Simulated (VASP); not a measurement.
Data:

```
CELL_PARAMETERS angstrom
      0.00000     2.68850     2.68850
      2.68850     0.00000     2.68850
      2.68850     2.68850     0.00000
ATOMIC_POSITIONS crystal
  Li 0.00000 0.00000 0.00000
  Br 0.50000 0.50000 0.50000
```

All values below come from PBE GGA with D3 dispersion (Becke-Johnson damping), VASP's PBE PAW potentials (set 64) (plane waves; VASP 6.6.1). Run with 520 eV cut-off, 9×9×9 Γ-centred mesh, Gaussian smearing of 0.050 eV, potentials Li_sv Br.

Q: The job: LiBr (rock salt), 2 atoms, PBE-D3(BJ), static run, 520 eV, 9×9×9 Γ-centred mesh. Roughly how much core time does it take on a busy server core?

A: About 30 core-seconds (one run on a shared machine, a rough figure). It had 35 irreducible k-points, 9 bands, up to 1063 plane waves and 12 electronic steps.

The compound is LiBr in the rock salt structure. It was relaxed first, which changed the volume by -7 %.
